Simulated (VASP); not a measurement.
Computed with PBE GGA, VASP's PBE PAW potentials (set 64) (plane waves; VASP 6.6.1).

The input files of a VASP run:

File POSCAR:
```
Pt3Ti
1
    3.8963643581     0.0000000000     0.0000000000
    0.0000000000     3.8963643581     0.0000000000
    0.0000000000     0.0000000000     3.8963643581
Ti Pt
1 3
Direct
  0.0000000000   0.0000000000   0.0000000000
  0.0000000000   0.5000000000   0.5000000000
  0.5000000000   0.0000000000   0.5000000000
  0.5000000000   0.5000000000   0.0000000000
```

**INCAR**
```
ALGO = Normal
EDIFF = 1E-6
EDIFFG = -0.02
ENCUT = 500
GGA = PE
IBRION = 2
ISIF = 3
ISMEAR = 1
LASPH = .TRUE.
LCHARG = .FALSE.
LMAXMIX = 6
LREAL = .FALSE.
LWAVE = .FALSE.
NELM = 100
NSW = 40
PREC = Accurate
PSTRESS = 100
SIGMA = 0.1
SYSTEM = Pt3Ti
```

File KPOINTS:
```
Automatic mesh
0
Gamma
8 8 8
0 0 0
```

POTCAR, in this order: Ti_sv Pt (PBE.64 set). Program: vasp_std.

The run wrote:

File OUTCAR:
```
 ion  position               nearest neighbor table
   1  0.000  0.000  0.000-   2 2.76   3 2.76   4 2.76   2 2.76   3 2.76   2 2.76   4 2.76   2 2.76
                             3 2.76   4 2.76   3 2.76   4 2.76
   2  0.000  0.500  0.500-   1 2.76   3 2.76   4 2.76   1 2.76   4 2.76   1 2.76   3 2.76   1 2.76
                             3 2.76   4 2.76   4 2.76   3 2.76
   3  0.500  0.000  0.500-   1 2.76   2 2.76   4 2.76   1 2.76   4 2.76   2 2.76   4 2.76   4 2.76
                             1 2.76   2 2.76   1 2.76   2 2.76
   4  0.500  0.500  0.000-   1 2.76   2 2.76   3 2.76   2 2.76   3 2.76   1 2.76   3 2.76   3 2.76
                             1 2.76   2 2.76   2 2.76   1 2.76
  LATTYP: Found a simple cubic cell.
 ALAT       =     3.8963643581
 Subroutine PRICEL returns:
 Original cell was already a primitive cell.
 Subroutine GETGRP returns: Found 48 space group operations
The static configuration has the point symmetry O_h .
The dynamic configuration has the point symmetry O_h .
 Subroutine INISYM returns: Found 48 space group operations
 Subroutine IBZKPT returns following result:
 Found     35 irreducible k-points:

 Following reciprocal coordinates:
            Coordinates               Weight
  0.000000  0.000000  0.000000      1.000000
  0.125000  0.000000  0.000000      6.000000
  0.250000  0.000000  0.000000      6.000000
  0.375000  0.000000  0.000000      6.000000
  0.500000  0.000000  0.000000      3.000000
  0.125000  0.125000  0.000000     12.000000
  0.250000  0.125000  0.000000     24.000000
  0.375000  0.125000  0.000000     24.000000
  0.500000  0.125000  0.000000     12.000000
  0.250000  0.250000  0.000000     12.000000
  0.375000  0.250000  0.000000     24.000000
  0.500000  0.250000  0.000000     12.000000
  0.375000  0.375000  0.000000     12.000000
  0.500000  0.375000  0.000000     12.000000
  0.500000  0.500000  0.000000      3.000000
  0.125000  0.125000  0.125000      8.000000
  0.250000  0.125000  0.125000     24.000000
  0.375000  0.125000  0.125000     24.000000
  0.500000  0.125000  0.125000     12.000000
  0.250000  0.250000  0.125000     24.000000
  0.375000  0.250000  0.125000     48.000000
  0.500000  0.250000  0.125000     24.000000
  0.375000  0.375000  0.125000     24.000000
  0.500000  0.375000  0.125000     24.000000
  0.500000  0.500000  0.125000      6.000000
  0.250000  0.250000  0.250000      8.000000
  0.375000  0.250000  0.250000     24.000000
  0.500000  0.250000  0.250000     12.000000
  0.375000  0.375000  0.250000     24.000000
  0.500000  0.375000  0.250000     24.000000
  0.500000  0.500000  0.250000      6.000000
  0.375000  0.375000  0.375000      8.000000
  0.500000  0.375000  0.375000     12.000000
  0.500000  0.500000  0.375000      6.000000
  0.500000  0.500000  0.500000      1.000000
   k-points           NKPTS =     35   k-points in BZ     NKDIM =     35   number of bands    NBANDS=     25
   number of dos      NEDOS =    301   number of ions     NIONS =      4
   total plane-waves  NPLWV =  21952
   dimension x,y,z NGX =    28 NGY =   28 NGZ =   28
   dimension x,y,z NGXF=    56 NGYF=   56 NGZF=   56
   ions per type =               1   3
   PREC   = accura    normal or accurate (medium, high low for compatibility)
   ISTART =      0    job   : 0-new  1-cont  2-samecut
   ICHARG =      2    charge: 1-file 2-atom 10-const
   ISPIN  =      1    spin polarized calculation?
   LNONCOLLINEAR =      F non collinear calculations
   LSORBIT =      F    spin-orbit coupling
   INIWAV =      1    electr: 0-lowe 1-rand  2-diag
   ENCUT  =  500.0 eV  36.75 Ry    6.06 a.u.   7.10  7.10  7.10*2*pi/ulx,y,z
   NELM   =    100;   NELMIN=  2; NELMDL= -5     # of ELM steps
   EDIFF  = 0.1E-05   stopping-criterion for ELM
   LREAL  =      F    real-space projection
   NLSPLINE    = F    spline interpolate recip. space projectors
...
```

OSZICAR:
```
       N       E                     dE             d eps       ncg     rms          rms(c)
DAV:   1     0.381953148812E+03    0.38195E+03   -0.20797E+04  1750   0.176E+03
DAV:   2     0.118784800991E+01   -0.38077E+03   -0.37367E+03  1905   0.448E+02
DAV:   3    -0.315333893146E+02   -0.32721E+02   -0.30839E+02  2699   0.111E+02
DAV:   4    -0.325178441926E+02   -0.98445E+00   -0.98129E+00  2058   0.203E+01
DAV:   5    -0.325467399032E+02   -0.28896E-01   -0.28878E-01  2550   0.335E+00    0.228E+01
DAV:   6    -0.308192650460E+02    0.17275E+01   -0.21626E+01  2486   0.329E+01    0.140E+01
DAV:   7    -0.303892090457E+02    0.43006E+00   -0.29103E+01  2425   0.327E+01    0.106E+01
DAV:   8    -0.296233245736E+02    0.76588E+00   -0.16305E+00  2411   0.103E+01    0.455E+00
DAV:   9    -0.295255528275E+02    0.97772E-01   -0.18663E+00  2577   0.750E+00    0.212E+00
DAV:  10    -0.294800799547E+02    0.45473E-01   -0.27551E-01  2460   0.373E+00    0.382E-01
DAV:  11    -0.294813917244E+02   -0.13118E-02   -0.37511E-03  2161   0.526E-01    0.446E-01
DAV:  12    -0.294797169066E+02    0.16748E-02   -0.11171E-02  2458   0.664E-01    0.855E-02
DAV:  13    -0.294796982682E+02    0.18638E-04   -0.18360E-04  2065   0.976E-02    0.455E-02
DAV:  14    -0.294797087919E+02   -0.10524E-04   -0.72608E-05  2370   0.664E-02    0.540E-02
DAV:  15    -0.294796877538E+02    0.21038E-04   -0.99793E-05  2573   0.665E-02    0.950E-03
DAV:  16    -0.294796880416E+02   -0.28782E-06   -0.23450E-06  1664   0.994E-03
   1 F= -.25787634E+02 E0= -.25787454E+02  d E =-.257876E+02
```

### OUTCAR
```
------------------------ aborting loop because EDIFF is reached ----------------------------------------
  FORCE on cell =-STRESS in cart. coord.  units (eV):
  Direction    XX          YY          ZZ          XY          YZ          ZX
  --------------------------------------------------------------------------------------
  Total        3.6426737      3.6426737      3.6426737      0.0000000      0.0000000     -0.0000000
  in kB       98.6625109     98.6625109     98.6625109      0.0000000      0.0000000     -0.0000000
  external PRESSURE =      -1.3374891 kB  Pullay stress =     100.0000000 kB
  volume of cell :       59.15
      direct lattice vectors                 reciprocal lattice vectors
     3.896364358  0.000000000  0.000000000     0.256649509  0.000000000  0.000000000
     0.000000000  3.896364358  0.000000000     0.000000000  0.256649509  0.000000000
     0.000000000  0.000000000  3.896364358     0.000000000  0.000000000  0.256649509
 POSITION                                       TOTAL-FORCE (eV/Angst)
 -----------------------------------------------------------------------------------
      0.00000      0.00000      0.00000         0.000000      0.000000      0.000000
      0.00000      1.94818      1.94818         0.000000      0.000000      0.000000
      1.94818      0.00000      1.94818         0.000000      0.000000      0.000000
      1.94818      1.94818      0.00000         0.000000      0.000000      0.000000
 -----------------------------------------------------------------------------------
    total drift:                                0.000000      0.000000      0.000000
  FREE ENERGIE OF THE ION-ELECTRON SYSTEM (eV)
  ---------------------------------------------------
  free  energy   TOTEN  =       -29.4796880416 eV

  energy  without entropy=      -29.4791493953  energy(sigma->0) =      -29.47950849
  enthalpy is  TOTEN    =       -25.7876335384 eV   P V=        3.6920545032

 reached required accuracy - stopping structural energy minimisation
```
(Selected blocks of OUTCAR.)

The compound is Pt3Ti in the L1_2 structure. It was relaxed first under an external pressure of 10 GPa.
